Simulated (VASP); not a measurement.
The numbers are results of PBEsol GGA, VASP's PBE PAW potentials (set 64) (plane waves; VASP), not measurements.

VASP input:

### KPOINTS
```
Automatic mesh
0
Gamma
7 5 1
0 0 0
```

POSCAR:
```
NiSi2(110) slab
1
    3.8175820451     0.0000000000     0.0000000000
    0.0000000000     5.3988758608    -0.0000000000
   -0.0000000000    -0.0000000000    26.4219018678
Si Ni
12 6
Direct
  0.5000000000   0.2500000000   0.3193930000
  0.0000000000   0.2500000000   0.3916360000
  0.0000000000   0.7500000000   0.3916360000
  0.5000000000   0.7500000000   0.3193930000
  0.5000000000   0.2500000000   0.4638790000
  0.0000000000   0.2500000000   0.5361210000
  0.0000000000   0.7500000000   0.5361210000
  0.5000000000   0.7500000000   0.4638790000
  0.5000000000   0.2500000000   0.6083640000
  0.0000000000   0.2500000000   0.6806070000
  0.0000000000   0.7500000000   0.6806070000
  0.5000000000   0.7500000000   0.6083640000
  0.0000000000   0.0000000000   0.3193930000
  0.5000000000   0.5000000000   0.3916360000
  0.0000000000   0.0000000000   0.4638790000
  0.5000000000   0.5000000000   0.5361210000
  0.0000000000   0.0000000000   0.6083640000
  0.5000000000   0.5000000000   0.6806070000
```

### INCAR
```
SYSTEM  =  NiSi2(110) slab
PREC  =  Normal; ENCUT  =  400; LREAL  =  Auto
LASPH  =  T
EDIFF  =  1E-5; NELM  =  100; NELMIN  =  4
ALGO  =  Normal; LMAXMIX  =  4
ISMEAR  =  1; SIGMA  =  0.1
GGA  =  PS
IBRION  =  2; NSW  =  50; ISIF  =  2
EDIFFG  =  -0.03
LWAVE  =  T; LCHARG  =  F
DIPOL  =  0.5 0.5 0.5
LDIPOL  =  T; IDIPOL  =  3
```

POTCAR, in this order: Si Ni (PBE.64 set). Program: vasp_std.

Output of the run:

File OSZICAR:
```
...
       N       E                     dE             d eps       ncg     rms          rms(c)
DAV:   1    -0.110330946141E+03   -0.16802E+00   -0.33334E+01  1536   0.220E+01    0.117E+00
DAV:   2    -0.110387721475E+03   -0.56775E-01   -0.71356E-01  2344   0.968E+00    0.211E+00
DAV:   3    -0.110353731155E+03    0.33990E-01   -0.28096E-01  2184   0.906E+00    0.772E-01
DAV:   4    -0.110351932620E+03    0.17985E-02   -0.55841E-02  2384   0.367E+00    0.655E-01
DAV:   5    -0.110348644350E+03    0.32883E-02   -0.28726E-02  2344   0.313E+00    0.402E-01
DAV:   6    -0.110348442551E+03    0.20180E-03   -0.23977E-02  2440   0.284E+00    0.417E-01
DAV:   7    -0.110346773925E+03    0.16686E-02   -0.84105E-03  2392   0.166E+00    0.840E-02
DAV:   8    -0.110346725763E+03    0.48163E-04   -0.97515E-04  2280   0.347E-01    0.262E-02
DAV:   9    -0.110346726511E+03   -0.74799E-06   -0.17831E-04  2320   0.121E-01    0.196E-02
DAV:  10    -0.110346727564E+03   -0.10539E-05   -0.31806E-05  1312   0.672E-02
   2 F= -.11034673E+03 E0= -.11034671E+03  d E =-.183797E+00
       N       E                     dE             d eps       ncg     rms          rms(c)
DAV:   1    -0.110374571696E+03   -0.27845E-01   -0.15194E+01  1536   0.148E+01    0.733E-01
DAV:   2    -0.110394195445E+03   -0.19624E-01   -0.25290E-01  2296   0.547E+00    0.120E+00
DAV:   3    -0.110384166343E+03    0.10029E-01   -0.91375E-02  2184   0.520E+00    0.515E-01
DAV:   4    -0.110383460198E+03    0.70614E-03   -0.23113E-02  2344   0.249E+00    0.472E-01
DAV:   5    -0.110381937491E+03    0.15227E-02   -0.15055E-02  2376   0.234E+00    0.290E-01
DAV:   6    -0.110381620834E+03    0.31666E-03   -0.11174E-02  2456   0.191E+00    0.263E-01
DAV:   7    -0.110380983469E+03    0.63736E-03   -0.34948E-03  2360   0.999E-01    0.574E-02
DAV:   8    -0.110380944881E+03    0.38589E-04   -0.42524E-04  2240   0.221E-01    0.186E-02
DAV:   9    -0.110380945639E+03   -0.75803E-06   -0.91489E-05  2040   0.800E-02
   3 F= -.11038095E+03 E0= -.11037849E+03  d E =-.218015E+00
       N       E                     dE             d eps       ncg     rms          rms(c)
DAV:   1    -0.110422613742E+03   -0.41669E-01   -0.45219E+00  1568   0.806E+00    0.419E-01
DAV:   2    -0.110431884728E+03   -0.92710E-02   -0.11446E-01  2040   0.287E+00    0.547E-01
DAV:   3    -0.110430589466E+03    0.12953E-02   -0.25745E-02  2120   0.258E+00    0.354E-01
DAV:   4    -0.110429473481E+03    0.11160E-02   -0.53681E-03  2296   0.116E+00    0.192E-01
DAV:   5    -0.110429400136E+03    0.73345E-04   -0.42928E-03  2376   0.880E-01    0.193E-01
DAV:   6    -0.110429023840E+03    0.37630E-03   -0.17232E-03  2296   0.619E-01    0.255E-02
DAV:   7    -0.110429043108E+03   -0.19269E-04   -0.32032E-04  2296   0.223E-01    0.430E-02
DAV:   8    -0.110429035395E+03    0.77135E-05   -0.98903E-05  2000   0.180E-01
   4 F= -.11042904E+03 E0= -.11042689E+03  d E =-.480898E-01
       N       E                     dE             d eps       ncg     rms          rms(c)
DAV:   1    -0.110440018139E+03   -0.10975E-01   -0.60147E+00  1544   0.929E+00    0.493E-01
DAV:   2    -0.110453206757E+03   -0.13189E-01   -0.15676E-01  2064   0.348E+00    0.677E-01
DAV:   3    -0.110450914345E+03    0.22924E-02   -0.37280E-02  2112   0.312E+00    0.401E-01
DAV:   4    -0.110449548058E+03    0.13663E-02   -0.74470E-03  2344   0.130E+00    0.225E-01
DAV:   5    -0.110449384077E+03    0.16398E-03   -0.57528E-03  2352   0.102E+00    0.221E-01
DAV:   6    -0.110448920472E+03    0.46361E-03   -0.23206E-03  2280   0.743E-01    0.533E-02
DAV:   7    -0.110448938029E+03   -0.17557E-04   -0.65673E-04  2280   0.420E-01    0.576E-02
DAV:   8    -0.110448917489E+03    0.20540E-04   -0.20401E-04  2200   0.254E-01    0.351E-02
DAV:   9    -0.110448907519E+03    0.99699E-05   -0.48468E-05  1560   0.690E-02
   5 F= -.11044891E+03 E0= -.11044729E+03  d E =-.679619E-01
       N       E                     dE             d eps       ncg     rms          rms(c)
DAV:   1    -0.110454720324E+03   -0.58028E-02   -0.33729E+00  1536   0.669E+00    0.317E-01
DAV:   2    -0.110456921984E+03   -0.22017E-02   -0.36219E-02  1848   0.123E+00    0.233E-01
DAV:   3    -0.110457191215E+03   -0.26923E-03   -0.63187E-03  2360   0.134E+00    0.303E-01
DAV:   4    -0.110456409576E+03    0.78164E-03   -0.46001E-03  2448   0.129E+00    0.115E-01
DAV:   5    -0.110456430331E+03   -0.20755E-04   -0.14066E-03  2376   0.619E-01    0.109E-01
DAV:   6    -0.110456312566E+03    0.11777E-03   -0.56641E-04  2320   0.477E-01    0.212E-02
DAV:   7    -0.110456313574E+03   -0.10084E-05   -0.94179E-05  1920   0.102E-01
   6 F= -.11045631E+03 E0= -.11045574E+03  d E =-.740605E-02
       N       E                     dE             d eps       ncg     rms          rms(c)
DAV:   1    -0.110456314667E+03   -0.21015E-05   -0.66580E-03  1536   0.305E-01    0.181E-02
DAV:   2    -0.110456324313E+03   -0.96463E-05   -0.11802E-04  2064   0.124E-01    0.231E-02
DAV:   3    -0.110456320808E+03    0.35054E-05   -0.41769E-05  1432   0.126E-01    0.138E-02
DAV:   4    -0.110456321169E+03   -0.36138E-06   -0.71560E-06   856   0.431E-02
   7 F= -.11045632E+03 E0= -.11045579E+03  d E =-.741365E-02
       N       E                     dE             d eps       ncg     rms          rms(c)
DAV:   1    -0.110458219383E+03   -0.18986E-02   -0.38808E-01  1536   0.232E+00    0.114E-01
DAV:   2    -0.110458917358E+03   -0.69797E-03   -0.83263E-03  2224   0.102E+00    0.187E-01
DAV:   3    -0.110458653219E+03    0.26414E-03   -0.21568E-03  2184   0.836E-01    0.718E-02
DAV:   4    -0.110458634778E+03    0.18441E-04   -0.37271E-04  2328   0.276E-01    0.582E-02
DAV:   5    -0.110458640526E+03   -0.57475E-05   -0.43656E-04  2280   0.398E-01    0.579E-02
DAV:   6    -0.110458619078E+03    0.21448E-04   -0.19956E-04  2216   0.250E-01    0.223E-02
DAV:   7    -0.110458612978E+03    0.61003E-05   -0.27081E-05  1120   0.682E-02
   8 F= -.11045861E+03 E0= -.11045835E+03  d E =-.229181E-02
       N       E                     dE             d eps       ncg     rms          rms(c)
DAV:   1    -0.110458893949E+03   -0.27487E-03   -0.26897E-01  1536   0.193E+00    0.968E-02
DAV:   2    -0.110459411404E+03   -0.51746E-03   -0.60091E-03  2288   0.892E-01    0.167E-01
DAV:   3    -0.110459190841E+03    0.22056E-03   -0.17023E-03  2192   0.733E-01    0.610E-02
DAV:   4    -0.110459185777E+03    0.50638E-05   -0.28745E-04  2296   0.240E-01    0.511E-02
DAV:   5    -0.110459183529E+03    0.22482E-05   -0.28523E-04  2216   0.317E-01    0.447E-02
DAV:   6    -0.110459178162E+03    0.53662E-05   -0.17039E-04  2176   0.226E-01    0.275E-02
DAV:   7    -0.110459168845E+03    0.93169E-05   -0.31135E-05  1216   0.893E-02
   9 F= -.11045917E+03 E0= -.11045910E+03  d E =-.284768E-02
       N       E                     dE             d eps       ncg     rms          rms(c)
DAV:   1    -0.110459171234E+03    0.69284E-05   -0.21466E-03  1536   0.173E-01    0.902E-03
DAV:   2    -0.110459174515E+03   -0.32806E-05   -0.47726E-05  1640   0.855E-02    0.144E-02
DAV:   3    -0.110459172493E+03    0.20218E-05   -0.10152E-05   848   0.677E-02    0.451E-03
DAV:   4    -0.110459172841E+03   -0.34777E-06   -0.39319E-06   816   0.140E-02
  10 F= -.11045917E+03 E0= -.11045909E+03  d E =-.285167E-02
       N       E                     dE             d eps       ncg     rms          rms(c)
DAV:   1    -0.110459317060E+03   -0.14457E-03   -0.58258E-02  1536   0.916E-01    0.526E-02
DAV:   2    -0.110459471357E+03   -0.15430E-03   -0.17940E-03  2152   0.415E-01    0.731E-02
DAV:   3    -0.110459440451E+03    0.30906E-04   -0.45710E-04  2264   0.359E-01    0.405E-02
DAV:   4    -0.110459424810E+03    0.15641E-04   -0.58462E-05  1616   0.114E-01    0.191E-02
DAV:   5    -0.110459433704E+03   -0.88942E-05   -0.80286E-05  1984   0.167E-01
  11 F= -.11045943E+03 E0= -.11045947E+03  d E =-.260864E-03
```

### OUTCAR
```
------------------------ aborting loop because EDIFF is reached ----------------------------------------
  FORCE on cell =-STRESS in cart. coord.  units (eV):
  Direction    XX          YY          ZZ          XY          YZ          ZX
  --------------------------------------------------------------------------------------
  Total      -12.0748920     -9.6448477     -0.6652500      0.0000000      0.0000000      0.0000000
  in kB      -35.5253236    -28.3759336     -1.9572200      0.0000000      0.0000000      0.0000000
  external PRESSURE =     -21.9528257 kB  Pullay stress =       0.0000000 kB
  volume of cell :      544.57
      direct lattice vectors                 reciprocal lattice vectors
     3.817582045  0.000000000  0.000000000     0.261945909  0.000000000  0.000000000
     0.000000000  5.398875861  0.000000000     0.000000000  0.185223744  0.000000000
     0.000000000  0.000000000 26.421901868     0.000000000  0.000000000  0.037847389
 POSITION                                       TOTAL-FORCE (eV/Angst)
 -----------------------------------------------------------------------------------
      1.90879      1.42482      8.43949        -0.000000     -0.001433     -0.000419
      0.00000      1.34375     10.28555        -0.000000      0.005668     -0.004295
      3.81758      4.05512     10.28555         0.000000     -0.005668     -0.004295
      1.90879      3.97405      8.43949        -0.000000      0.001433     -0.000419
      1.90879      1.34570     12.29534        -0.000000      0.013830     -0.006277
      0.00000      1.35374     14.12656        -0.000000     -0.013830      0.006277
      0.00000      4.04513     14.12656        -0.000000      0.013830      0.006277
      1.90879      4.05318     12.29534        -0.000000     -0.013830     -0.006277
      1.90879      1.35569     16.13636         0.000000     -0.005668      0.004295
      3.81758      1.27461     17.98241        -0.000000      0.001433      0.000419
      0.00000      4.12426     17.98241        -0.000000     -0.001433      0.000419
      1.90879      4.04319     16.13636        -0.000000      0.005668      0.004295
      0.00000      5.39888      8.46398        -0.000000     -0.000000     -0.004958
      1.90879      2.69944     10.46203        -0.000000     -0.000000      0.013885
      0.00000      5.39888     12.20373        -0.000000     -0.000000     -0.015320
      1.90879      2.69944     14.21817        -0.000000     -0.000000      0.015320
      0.00000      5.39888     15.95988        -0.000000     -0.000000     -0.013885
      1.90879      2.69944     17.95792        -0.000000     -0.000000      0.004958
 -----------------------------------------------------------------------------------
    total drift:                               -0.000000      0.000000      0.000000
  FREE ENERGIE OF THE ION-ELECTRON SYSTEM (eV)
  ---------------------------------------------------
  free  energy   TOTEN  =      -110.4594337045 eV

  energy  without entropy=     -110.4595363599  energy(sigma->0) =     -110.45946792

 reached required accuracy - stopping structural energy minimisation
```
(Selected blocks of OUTCAR.)

### CONTCAR
```
NiSi2(110) slab
   1.00000000000000
     3.8175820451000000    0.0000000000000000    0.0000000000000000
     0.0000000000000000    5.3988758607999996    0.0000000000000000
     0.0000000000000000    0.0000000000000000   26.4219018677999991
  Si              Ni
    12     6
Direct
     0.5000000000000000    0.2639111619202055    0.3194126502014452
     0.0000000000000000    0.2488946333927020    0.3892810236408238
     1.0000000000000000    0.7511053666072981    0.3892810236408238
     0.5000000000000000    0.7360888380797944    0.3194126502014452
     0.5000000000000000    0.2492547950406201    0.4653465577726972
     0.0000000000000000    0.2507452049593800    0.5346534422273028
     0.0000000000000000    0.7492547950406202    0.5346534422273028
     0.5000000000000000    0.7507452049593798    0.4653465577726972
     0.5000000000000000    0.2511053666072980    0.6107189763591762
     1.0000000000000000    0.2360888380797944    0.6805873497985545
     0.0000000000000000    0.7639111619202056    0.6805873497985545
     0.5000000000000000    0.7488946333927019    0.6107189763591762
     0.0000000000000000    1.0000000000000000    0.3203397331323808
     0.5000000000000000    0.5000000000000000    0.3959603528826829
     0.0000000000000000    1.0000000000000000    0.4618793897901255
     0.5000000000000000    0.5000000000000000    0.5381206102098747
     0.0000000000000000    1.0000000000000000    0.6040396471173169
     0.5000000000000000    0.5000000000000000    0.6796602668676192
```

OUTCAR:
```
 val. band max:        1.8085623250   @ k =   0.1429   0.0000   0.0000

 cond. band min:       1.8376903076   @ k =   0.2857   0.0000   0.0000


 Fermi energy:         1.8280537051

 k-point     1 :       0.0000    0.0000    0.0000
  band No.  band energies     occupation
      1     -11.6584      2.00000
      2     -10.8371      2.00000
      3      -9.8209      2.00000
      4      -8.1377      2.00000
      5      -7.6692      2.00000
      6      -6.9679      2.00000
      7      -6.5687      2.00000
      8      -6.2318      2.00000
      9      -5.8971      2.00000
     10      -5.5494      2.00000
     11      -5.1258      2.00000
     12      -4.8618      2.00000
     13      -4.2671      2.00000
     14      -3.7919      2.00000
     15      -3.4716      2.00000
     16      -3.1758      2.00000
     17      -3.0312      2.00000
     18      -2.9657      2.00000
     19      -2.7619      2.00000
     20      -2.6784      2.00000
     21      -2.5342      2.00000
     22      -2.4195      2.00000
     23      -2.2709      2.00000
     24      -2.1793      2.00000
     25      -2.0973      2.00000
     26      -1.9275      2.00000
     27      -1.8186      2.00000
     28      -1.6483      2.00000
     29      -1.6425      2.00000
     30      -1.5689      2.00000
     31      -1.5626      2.00000
     32      -1.4473      2.00000
     33      -1.4393      2.00000
     34      -1.4325      2.00000
     35      -1.4300      2.00000
     36      -1.4191      2.00000
     37      -1.3298      2.00000
     38      -1.2086      2.00000
     39      -1.1419      2.00000
     40      -0.8974      2.00000
     41      -0.8103      2.00000
     42      -0.7204      2.00000
     43      -0.5958      2.00000
     44      -0.5054      2.00000
     45      -0.4949      2.00000
     46      -0.3537      2.00000
     47      -0.1844      2.00000
     48       0.3386      2.00000
     49       0.5944      2.00000
     50       0.8525      2.00000
     51       1.5860      2.00328
...
```

The cell is a thin slab with vacuum, built from NiSi2 (fluorite): (110) face. The run is not spin-polarised, so no magnetic state was tried.
